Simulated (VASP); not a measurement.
A run of VASP 6.6.1:

File POSCAR:

```
HPbNO4
1.0
    4.2753100000     -0.0004000000      0.0063600000
   -2.0839900000      5.2077500000     -0.0490700000
   -2.1237700000     -1.8657400000      4.9149100000
H Pb N O
1 1 1 4
Direct
    0.9907300000      0.0333000000      0.9099400000
    0.5027400000      0.8198900000      0.1428700000
    0.0083800000      0.4740800000      0.5026500000
    0.9981600000      0.9274100000      0.0287700000
    0.1946700000      0.7343500000      0.6085200000
    0.8167300000      0.3588200000      0.2455600000
    0.0138100000      0.3312100000      0.6521700000
```

File INCAR.step1:

```
ALGO = Normal
EDIFF = 1E-5
ENCUT = 520
GGA = PE
ISIF = 2
ISMEAR = -1
LASPH = True
LCHARG = False
LREAL = False
LWAVE = True
NBANDS = 31
NELM = 100
PREC = Accurate
SIGMA = 0.05
```

Contents of INCAR.step2:

```
AEXX = 0.2
AGGAC = 0.81
AGGAX = 0.72
ALDAC = 0.19
ALGO = Normal
EDIFF = 1E-6
ENCUT = 520
GGA = B3
HFRCUT = -1
ISIF = 2
ISMEAR = -5
ISTART = 1
LASPH = True
LCHARG = False
LHFCALC = True
LORBIT = 10
LREAL = False
LWAVE = False
NBANDS = 31
NEDOS = 2001
NELM = 100
PREC = Accurate
PRECFOCK = Fast
SIGMA = 0.05
```

KPOINTS

```
k-points
0
Gamma
  4 3 3
```

Potentials or basis: VASP PAW PBE potentials, release 64 (H, Pb_d, N, O).

Run with:

```bash
$ cat potpaw_PBE.64/H/POTCAR potpaw_PBE.64/Pb_d/POTCAR potpaw_PBE.64/N/POTCAR potpaw_PBE.64/O/POTCAR > POTCAR
$ cp INCAR.step1 INCAR
$ mpirun -np 8 vasp_std > vasp.out
$ cp INCAR.step2 INCAR
$ mpirun -np 8 vasp_std > vasp.out
```

Hardware: 8 MPI ranks on Intel(R) Xeon(R) Platinum 8488C (Sapphire Rapids), on a shared host.

How long does it take, and how much memory?

It took 6.3 min on 8 MPI ranks on Intel(R) Xeon(R) Platinum 8488C (Sapphire Rapids), with other jobs on the host, peak memory 0.17 GiB a rank. Counts: scf iterations 10, k points 19.
